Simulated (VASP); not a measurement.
Here is a VASP 6.6.1 calculation.

POSCAR

```
MgO
1.0
    0.0000000000      2.0970013927      2.0970013927
    2.0970013927      0.0000000000      2.0970013927
    2.0970013927      2.0970013927      0.0000000000
Mg O
1 1
Direct
    0.0000000000      0.0000000000      0.0000000000
    0.5000000000      0.5000000000      0.5000000000
```

INCAR.step1

```
SYSTEM = MgO
PREC = Accurate ; ENCUT = 520
EDIFF = 1E-7 ; ISMEAR = 0
SIGMA = 0.02 ; LREAL = .FALSE.
LASPH = .TRUE. ; NELM = 100
ALGO = Fast ; ISIF = 2
LWAVE = .FALSE. ; LCHARG = .TRUE.
```

The input KPOINTS.step1:

```
Automatic mesh
0
G
  10 10 10
  0 0 0
```

INCAR.step2

```
SYSTEM = MgO
PREC = Accurate ; ENCUT = 520
EDIFF = 1E-7 ; ISMEAR = 0
SIGMA = 0.05 ; LREAL = .FALSE.
LASPH = .TRUE. ; NELM = 100
ALGO = Fast ; ISIF = 2
LWAVE = .FALSE. ; LCHARG = .FALSE.
ICHARG = 11
```

The input KPOINTS.step2:

```
path GXWKGLUWLK,UX
10
line-mode
reciprocal
 0.0000000000  0.0000000000  0.0000000000  G
 0.5000000000  0.0000000000  0.5000000000  X

 0.5000000000  0.0000000000  0.5000000000  X
 0.5000000000  0.2500000000  0.7500000000  W

 0.5000000000  0.2500000000  0.7500000000  W
 0.3750000000  0.3750000000  0.7500000000  K

 0.3750000000  0.3750000000  0.7500000000  K
 0.0000000000  0.0000000000  0.0000000000  G

 0.0000000000  0.0000000000  0.0000000000  G
 0.5000000000  0.5000000000  0.5000000000  L

 0.5000000000  0.5000000000  0.5000000000  L
 0.6250000000  0.2500000000  0.6250000000  U

 0.6250000000  0.2500000000  0.6250000000  U
 0.5000000000  0.2500000000  0.7500000000  W

 0.5000000000  0.2500000000  0.7500000000  W
 0.5000000000  0.5000000000  0.5000000000  L

 0.5000000000  0.5000000000  0.5000000000  L
 0.3750000000  0.3750000000  0.7500000000  K

 0.6250000000  0.2500000000  0.6250000000  U
 0.5000000000  0.0000000000  0.5000000000  X
```

Potentials or basis: VASP PAW LDA potentials, release 64 (Mg, O).

The run is started by

```sh
$ cat potpaw_LDA.64/Mg/POTCAR potpaw_LDA.64/O/POTCAR > POTCAR
$ cp INCAR.step1 INCAR
$ cp KPOINTS.step1 KPOINTS
$ mpirun -np 1 vasp_std > vasp.out
$ cp INCAR.step2 INCAR
$ cp KPOINTS.step2 KPOINTS
$ mpirun -np 1 vasp_std > vasp.out
```

Problem. What does it give for the band gap on the k mesh?

Solution. 4.78 eV, direct.

Problem. What does it give for the band gap along the path?

Solution. 4.78 eV, direct.

Levels at the corners of the path, in eV from the valence-band top:
```
point  band 2  band 3  band 4  band 5  band 6  band 7
    Γ    0.00    0.00    0.00    4.78   15.59   15.59
    X   -4.21   -1.39   -1.39    8.90    9.84   13.03
    X   -4.21   -1.39   -1.39    8.90    9.84   13.03
    W   -3.05   -3.05   -1.83   11.53   11.53   12.04
    W   -3.05   -3.05   -1.83   11.53   11.53   12.04
    K   -3.61   -2.80   -1.18    9.94   11.66   12.45
    K   -3.61   -2.80   -1.18    9.94   11.66   12.45
    Γ    0.00    0.00    0.00    4.78   15.59   15.59
    Γ    0.00    0.00    0.00    4.78   15.59   15.59
    L   -4.76   -0.68   -0.68    7.81   12.54   16.13
    L   -4.76   -0.68   -0.68    7.81   12.54   16.13
    U   -3.61   -2.80   -1.18    9.94   11.66   12.45
    U   -3.61   -2.80   -1.18    9.94   11.66   12.45
    W   -3.05   -3.05   -1.83   11.53   11.53   12.04
    W   -3.05   -3.05   -1.83   11.53   11.53   12.04
    L   -4.76   -0.68   -0.68    7.81   12.54   16.13
    L   -4.76   -0.68   -0.68    7.81   12.54   16.13
    K   -3.61   -2.80   -1.18    9.94   11.66   12.45
    U   -3.61   -2.80   -1.18    9.94   11.66   12.45
    X   -4.21   -1.39   -1.39    8.90    9.84   13.03
```

Caveat: the log is that of the step along the path at fixed density, whose energy, stress, charges and moments have no meaning.

**What was measured.**

From “Electronic structure of alkaline earth and post-transition metal oxides”, 2009, arxiv:0908.1581, for a bulk crystal of MgO: band gap 7.83 eV.

Measured gap of MgO: 7.83 eV (quoted in “Electronic structure of alkaline earth and post-transition metal oxides”, 2009, arxiv:0908.1581). This calculation gives 4.78 eV (-3.05 eV). The value is that of LDA, without temperature or zero-point motion. Semilocal functionals fall short of measured gaps as a rule. The cell is a database's relaxed one, not the measured one, which moves gaps too.
